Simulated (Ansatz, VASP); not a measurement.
# Si2W: VASP beside Ansatz, part 2 of 2

Aim: how closely do two programs agree when they are given the same cell, functional and k mesh? The cell is taken from a series of runs on this material, whose earlier steps may have relaxed, scaled, displaced or heated it; both programs get it as it stands.

VASP 6.6.1 and Ansatz 0.2.0.

So far: Set-up; VASP: zone-centre phonons, PBEsol.

### Step 3. Ansatz: zone-centre phonons, PBEsol

Level of this step: Ansatz beside VASP: Kohn-Sham DFT, plane waves, PBEsol (Ansatz).

Ansatz runs on its PAW soft_1 files.

The same cell, functional, mesh and smearing now go to Ansatz, which takes its cutoff from its data sets.

File input.yaml:

```yaml
crystal:
  lattice:
    - [-1.6655306853, 1.6655306853, 3.8614911842]
    - [1.6655306853, -1.6655306853, 3.8614911842]
    - [1.6655306853, 1.6655306853, -3.8614911842]
  atoms:
    - { symbol: Si, position: [0.3352395537, 0.3352395537, 0.0] }
    - { symbol: Si, position: [0.6647604463, 0.6647604463, 0.0] }
    - { symbol: W, position: [0.0, 0.0, 0.0] }
kpoints:
  mp_grid: { grid: [20, 20, 20] }
hamiltonian:
  xc: pbesol
  pseudopotentials: { kind: paw, azcp: { folder: soft_1 }, xc_functional: pbe }
scf:
  occupations: { method: methfessel_paxton, width: 0.2 }
output:
  eigenvalues: true
phonons:
  method: dfpt
```

The run is started by

```console
$ ansatz run input.yaml --threads 4 --pin off --max-ram 10240MiB --backend cpu --events-out ev --progress --plain --runs-dir out
```

Numbers of over 12 decimals in the logs are rounded to 6 here.

The log of the run:

```text
zone centre: on kpoints.mp_grid the ground state, and the responses unless they are solved on pairs of k-points, stand on 1166 of the mesh's 8000 k-points, reduced under 4 symmetry operations, with k and −k counted as one. Each operation leaves every solved displacement unchanged or reverses it
Engine: ansatz 0.2.0, aarch64-unknown-linux-gnu
Pseudopotentials: kind: paw
Pseudopotential: Si, paw, valence charge 4, recommended cutoff 420 eV (normal), soft_1/Si.paw.azcp
Pseudopotential: W, paw, valence charge 14, recommended cutoff 420 eV (normal), soft_1/W.paw.azcp
Functional definition: PBEsol
  exchange = pbesol_x
  correlation = pbesol_c
Crystal: 3 atoms, lattice volume = 42.847 Å³
Basis set: ecut = 420 eV, 849 PW (Γ), exchange–correlation on 64×64×64 points (8 copies of the dense FFT grid, shifted against one another)
Bands: 15, of which v1, the nominal top of the filled ones, is band 11 counted from 1 (10 counted from 0)
Symmetry: 16 space group operations
k-points: 1166 of 8000 (irreducible under 4 space group operations, time reversal used)
Non-local potential: Si, projectors of the file, l = 0: 2, l = 1: 2, l = 2: 1
Non-local potential: W, projectors of the file, l = 0: 3, l = 1: 2, l = 2: 2, l = 3: 1
PAW form: soft (Blöchl's): semilocal exchange-correlation on the pseudo side does not see the compensation charge
PAW frozen core: Si, regenerated for the run's functional, and the local potential with it (the file was generated under x = pbe(κ = 0.804, μ = 0.219515), c = pbe(β = 0.066725))
PAW frozen core: W, regenerated for the run's functional, and the local potential with it (the file was generated under x = pbe(κ = 0.804, μ = 0.219515), c = pbe(β = 0.066725))
PAW one-centre angular grid: Si, 110 points (default); XC on 64 Gauss nodes
PAW one-centre angular grid: W, 590 points (default); XC on 64 Gauss nodes
Initial density: superposition of atomic densities (chi_scale 0.1, normalization cell, long waves kept (reshape's long-wave potential 0.00 eV rms))
Initial wavefunctions: pseudopotential atomic-orbital guess
Functional: x = pbesol(κ = 0.804, μ = 0.123457), c = pbesol(β = 0.046)
SCF iter   1: F=—  HF=-11502.092221 eV  |F-HF|=—  |Δ(HF+E_count)|=         —  Δρ=5.06e-2  dr2=1.20e0  ethr=3.10e-3  ⟨swp⟩=5.1  Hψ=100581  notcnv=0
preconditioner: auto → Kerker (q_TF=auto, 2.441 Å⁻¹)  [metal: Δε(μ)=0.025 eV  Ē_g=7.905 eV  σ=0.200 eV  W_gap=0.10  n_scr=10 (ndim 8)  ℏωp=21.2 eV  f_vac=0.000  D(μ)=0.27/eV (n_scr^D=0)]
SCF iter   2: F=—  HF=-11501.802083 eV  |F-HF|=—  |Δ(HF+E_count)|=   2.90e-1  S|Δr|=    0.00e0  Δρ=2.62e-2  dr2=2.37e-1  ethr=3.10e-3  ⟨swp⟩=2.5  Hψ=35387  notcnv=0
SCF iter   3: F=—  HF=-11501.722106 eV  |F-HF|=—  |Δ(HF+E_count)|=   8.00e-2  S|Δr|=    0.00e0  Δρ=7.15e-3  dr2=1.75e-2  ethr=1.08e-3  ⟨swp⟩=2.7  Hψ=30607  notcnv=0
SCF iter   4: F=—  HF=-11501.715870 eV  |F-HF|=—  |Δ(HF+E_count)|=   6.24e-3  S|Δr|=    0.00e0  Δρ=5.73e-4  dr2=7.98e-5  ethr=7.96e-5  ⟨swp⟩=2.7  Hψ=27437  notcnv=0
SCF iter   5: F=—  HF=-11501.715850 eV  |F-HF|=—  |Δ(HF+E_count)|=   1.98e-5  S|Δr|=    0.00e0  Δρ=6.92e-5  dr2=2.08e-6  ethr=3.63e-7  ⟨swp⟩=2.2  Hψ=26804  notcnv=0
SCF iter   6: F=—  HF=-11501.715847 eV  |F-HF|=—  |Δ(HF+E_count)|=   3.83e-6  S|Δr|=    0.00e0  Δρ=1.33e-5  dr2=8.72e-8  ethr=9.45e-9  ⟨swp⟩=2.3  Hψ=24199  notcnv=0
SCF iter   7: F=—  HF=-11501.715847 eV  |F-HF|=—  |Δ(HF+E_count)|=   1.17e-8  S|Δr|=    0.00e0  Δρ=2.22e-6  dr2=3.43e-9  ethr=3.96e-10  ⟨swp⟩=2.1  Hψ=25134  notcnv=0
SCF iter   8: F=—  HF=-11501.715847 eV  |F-HF|=—  |Δ(HF+E_count)|=  7.86e-10  S|Δr|=    0.00e0  Δρ=3.67e-7  dr2=6.70e-11  ethr=1.56e-11  ⟨swp⟩=2.1  Hψ=24685  notcnv=0
SCF iter   9: F=-11501.715847 eV  HF=-11501.715847 eV  |F-HF|=3.64e-12  |Δ(HF+E_count)|=  2.55e-11  S|Δr|=    0.00e0  Δρ=3.42e-8  dr2=4.85e-13  ethr=1.00e-12  ⟨swp⟩=5.1  Hψ=69816  notcnv=0
the search or the solves at the SCF's close seem to have found levels that the self-consistency loop had missed (the run counts 4). By its estimate they hold under 1e-12 electrons; where the run keeps them, the occupations were computed again with them
SCF 1 converged in 9 iterations: F = -11501.715847 eV  dr2 = 4.85e-13
  greatest PAW one-centre occupation: 0.999 electrons in one spin orbital (limit 2), on the W atom at site 2 (counted from 0), in its partial waves of l = 0
DFPT response loops at Γ: preconditioner auto → Kerker (q_TF=auto, 2.441 Å⁻¹) (partly filled bands, converged f_vac=0.000); β = 1.00, the filter's whole step (`scf.mixing.beta` (0.50) is not read by the response loops under this deck's `scf.mixing.preconditioner`; to damp them name `kerker` or `kerker_dos`, under which they read `scf.mixing.beta`, and type it under 1.00, their step now; both keys bind the ground state too); Broyden in place of MSR1
SCF converged after 9 iterations
Stability not checked: this state was not tested for a lower state beside it, because cold or Methfessel-Paxton smearing, or corrected tetrahedra, fill the levels in a way that the test cannot read (fill_not_monotonic; see scf.lower_state_search)
Free energy (F): -11501.715847 eV
Harris-Foulkes:  -11501.715847 eV  (|F-HF|=3.64e-12)
Internal energy: -11501.717584 eV  (E = F + TS)
E sigma→0 (E₀):  -11501.716281 eV
Entropy (-TS):   0.001737 eV (0.579 meV/atom)
Fermi energy:    15.313791 eV
--- Per-component energies (eV) ---
  E_band       = -106.304807
  E_kinetic    = 507.721069
  E_local      = -920.979995  (includes V_loc(G=0)·N_el)
  E_nonlocal   = 20.576572
  E_hartree    = 391.802199
  E_xc         = -380.372614
  E_vxc        = -330.331878  (∫ρ·V_xc dr)
  E_paw        = -9446.202513  (= ΣΔE_a)
  E_vpaw       = -166.895191  (= ΣTr[D̂ρ^β])
  E_aug_tail   = 0.000225  (compensation charges beyond the density's cutoff)
  E_ewald      = -1674.547507
  E_core_change = 0.284979  (= ΣΔE_core)
  E_smearing   = 0.001737  (= −TS)
  E_closure    = 0.000000  (closes the sum)
  Σ components = -11501.715847   (vs F -11501.715847, Δ=0.00e0)
--- Band table (eV; the first three rows and the last of 1166) ---
  k-point 0: bands = [... 7 lower, 12.4388, 12.5724, 12.5724, 15.7398, 17.6386, 18.0123, 18.0123, 18.5698]
  k-point 1: bands = [... 7 lower, 12.3946, 12.4468, 13.0999, 15.3434, 17.5349, 18.0409, 18.0757, 18.7834]
  k-point 2: bands = [... 7 lower, 11.9442, 12.4752, 13.6951, 14.4419, 17.3515, 18.1434, 18.2468, 19.2596]
  k-point 1165: bands = [... 7 lower, 12.8535, 14.3256, 14.3256, 15.0378, 15.0378, 15.9422, 19.9433, 20.5710]
--- Phonons (Γ-DFPT): 4 representative perturbations + reference, on 1166 of 8000 k-points (Σ response iterations 12) ---
  k mesh reduced under 4 symmetry operations, with k and −k counted as one. Each operation leaves every solved displacement unchanged or reverses it
  ASR residual: 1.348e-5 → 0.000e0 eV/Å²; symmetrization residual: 1.426e-6 eV/Å²
  ASR residual per site (eV/Å²): 1.19e-5 1.19e-5 1.35e-5
  Γ frequencies (cm⁻¹): 0.00 0.00 0.00 211.37 211.37 286.11 286.11 294.40 452.08
  non-analytic LO–TO correction: not included (Born effective charges unavailable; polar crystals: no LO–TO splitting at Γ)
```

The column dr2 measures how far the density is from self-consistency, as an energy; F and HF (Harris–Foulkes) agree once it is small.

### Step 4. Side by side

Known differences besides the potentials themselves: the data sets hold 22 valence electrons in Ansatz (on its PAW soft_1 files) and 14 in VASP; the cutoff is 420 eV in Ansatz and 600 eV in VASP; Ansatz makes its cores anew for this functional, VASP keeps those of its PBE data sets. Total energies have different zeros and are not compared.

The two programs side by side:

| quantity | Ansatz | VASP | difference |
| --- | --- | --- | --- |
| optical mode 1 to 2 (cm⁻¹) | 211.4 | 212.4 | -0.51 % |
| optical mode 3 to 4 (cm⁻¹) | 286.1 | 287.6 | -0.52 % |
| optical mode 5 (cm⁻¹) | 294.4 | 295.5 | -0.36 % |
| optical mode 6 (cm⁻¹) | 452.1 | 454.0 | -0.43 % |

Modes are paired by rising frequency, not by their patterns, so a pair may set unlike modes beside each other; they are those without the splitting of longitudinal modes.

### Step 5. Summary of results

```yaml
r_m_s_difference_of_the_optical_zone_centre_modes_each_program_s_sorted_by_frequency_zone_centre_phonons_pbesol: 1.4 cm⁻¹
difference_in_optical_mode_3_to_4_zone_centre_phonons_pbesol: -0.5 %
```

The r.m.s. difference of the optical zone-centre modes, each program's sorted by frequency is 1.4 cm⁻¹ (zone-centre phonons, PBEsol). The data sets hold unlike numbers of valence electrons (22 in Ansatz and 14 in VASP), so part of the differences comes from the potentials. Among the rows given in per cent, the largest difference of the zone-centre phonons, PBEsol pair is in optical mode 3 to 4, -0.5 %. How closely two codes agree says nothing of how well the functional describes the real material.

[Lines on the potential files, build, host, timing and source positions are cut from VASP's logs without a mark.]

[Logs are printed without paths, hosts, clocks, repeated set-up lines and the standing remarks that a program may print on its own settings, such as how far it seeks lower states.]

[Hosts, paths, dates, database ids (printed as entryN), source tags and the programs' standing remarks are cut or masked in the printed files.]
